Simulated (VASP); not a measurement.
## Ti2Tl: energy against volume and a worked fit

```cif
data_structure
_symmetry_space_group_name_H-M 'Fm-3m'
_symmetry_Int_Tables_number 225
_cell_length_a 6.5176
_cell_length_b 6.5176
_cell_length_c 6.5176
_cell_angle_alpha 90.000
_cell_angle_beta 90.000
_cell_angle_gamma 90.000
_cell_volume 276.86
loop_
_atom_site_label
_atom_site_type_symbol
_atom_site_symmetry_multiplicity
_atom_site_Wyckoff_symbol
_atom_site_fract_x
_atom_site_fract_y
_atom_site_fract_z
_atom_site_occupancy
Tl1 Tl 4 a 0.00000 0.00000 0.00000 1
Ti1 Ti 8 c 0.25000 0.75000 0.75000 1
```

The cell comes from a database or a generator and needn't be the stable form of this composition.

The cell was scaled at fixed shape and fractions and run with VASP, PBE PAW files Ti_sv, Tl_d, 520 eV; PBE, k mesh 7 × 7 × 7 on the cell of 3 atoms, fermi-dirac occupations of 0.05 eV, no spin polarisation, no spin-orbit coupling. Energies are those that the program minimises, any entropy of the smearing included. For a metal such a mesh isn't converged to the digits shown.

| V (Å³/atom) | energy over the lowest row (meV/atom) |
| --- | --- |
| 21.6875 | 11.05 |
| 22.1489 | ? |
| 22.6104 | 0.00 |
| 23.0718 | 2.27 |
| 23.5333 | 8.98 |
| 23.9947 | 19.66 |
| 24.4561 | 33.89 |

Task: Fit the third-order Birch-Murnaghan form, give V0, B0 and B′, and predict the energy left open.

Result: With y = (V0/V)^(2/3), E = E0 + (9 V0 B0/16) [(y - 1)³ B′ + (y - 1)² (6 - 4y)]. Least squares through the rows shown give V0 = 22.6231 Å³/atom, E0 = 0.00 meV, B0 = 84.56 GPa (1 eV/Å³ = 160.218 GPa) and B′ = 4.60, with a largest miss of 0.01 meV. At V = 22.1489 the form with these constants gives 2.73 meV; the run gave 2.74 meV an atom.
